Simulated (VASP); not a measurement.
Here is a VASP 6.6.1 calculation.

The input INCAR:

```
PREC = Accurate
ENCUT = 520
EDIFF = 1E-6
ISMEAR = 0
SIGMA = 0.1
LREAL = F
LASPH = T
NELM = 100
ALGO = Fast
ISIF = 2
LWAVE = F
LCHARG = T
GGA = PE
LELF = T
LVHAR = T
NBANDS = 29
```

Contents of KPOINTS:

```
regular mesh
0
Gamma
  15 15 12
```

Contents of POSCAR:

```
LuPW
1.0
    4.1313369235      0.0000000000      0.0000000000
   -2.0656684618      3.5778427274      0.0000000000
    0.0000000000      0.0000000000      3.8626805725
Lu P W
1 1 1
Direct
    0.6666666667      0.3333333333      0.0000000000
    0.0000000000      0.0000000000      0.5000000000
    0.3333333333      0.6666666667      0.5000000000
```

Potentials or basis: VASP PAW PBE potentials, release 64 (Lu, P, W_sv).

Command:

```sh
$ cat potpaw_PBE.64/Lu/POTCAR potpaw_PBE.64/P/POTCAR potpaw_PBE.64/W_sv/POTCAR > POTCAR
$ mpirun -np 1 vasp_std > vasp.out
```

**Question.** What does it give for the band gap on the k mesh?

**Answer.** None (metal or under the smearing width).

**Question.** Estimate the pressure.

**Answer.** 0.2 GPa.

The run has no spin-orbit coupling, so splittings on Lu, W are missing.
